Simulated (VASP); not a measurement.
An input for Ansatz (written as the equivalent of a VASP run, and not itself run):

Ansatz 0.2 input:
```yaml
crystal:
  lattice:
    - [3.4645968, 0.0000000, 0.0000000]
    - [-1.7322984, 3.0004288, 0.0000000]
    - [0.0000000, 0.0000000, 5.7569934]
  atoms:
    - { symbol: Bi, position: [0.3333330, 0.6666670, 0.2500000] }
    - { symbol: Bi, position: [0.6666670, 0.3333330, 0.7500000] }
kpoints:
  mp_grid: { grid: [14, 14, 7] }
hamiltonian:
  xc: pbesol
  pseudopotentials: { kind: paw }
scf:
  occupations: { method: tetrahedron }
  max_iter: 100
output: { forces: true, stress: true, eigenvalues: true }
```

Problem. Translate this input to VASP (INCAR, KPOINTS, POSCAR, choice of POTCAR).

Solution. One answer among several that fit: 
KPOINTS:
```
Automatic mesh
0
Gamma
14 14 7
0 0 0
```

### INCAR
```
! general
SYSTEM  = Bi
PREC    = Accurate
ENCUT   = 400   ! plane-wave cut-off (eV)
LREAL   = .FALSE.   ! projection in real space or not
LASPH   = .TRUE.   ! aspherical one-centre terms

! electronic loop
EDIFF   = 1E-7
NELM    = 100   ! most electronic steps
ALGO    = Normal   ! blocked Davidson
LMAXMIX = 4

! smearing
ISMEAR  = -5

! functional
GGA     = PS   ! PBEsol

! ions
ISIF    = 2

! output
LWAVE   = .FALSE.
LCHARG  = .TRUE.
LORBIT  = 11
NEDOS   = 601   ! DOS grid
```

File POSCAR:
```
Bi
3.4645970
  0.9999999302   0.0000000000   0.0000000000
 -0.4999999651   0.8660253492   0.0000000000
  0.0000000000   0.0000000000   1.6616632307
Bi
2
Cartesian
 -0.0000005000   0.5773505215   0.4154158077
  0.5000004651   0.2886748277   1.2462474230
```

POTCAR, in this order: Bi_d (PBE.64 set). Program: vasp_std.

Limits of the translation: each code has its own PAW files, so the cut-off isn't converted (ENCUT is set for VASP's; basis.ecutwfc is left out, and Ansatz then takes the one that its files recommend); Ansatz stops its SCF on the density residual and VASP on the energy change (EDIFF).

The structure was generated: Bi was put into the hcp type (P6_3/mmc), which need not be its known phase. It was relaxed first, which changed the volume by -6 %.
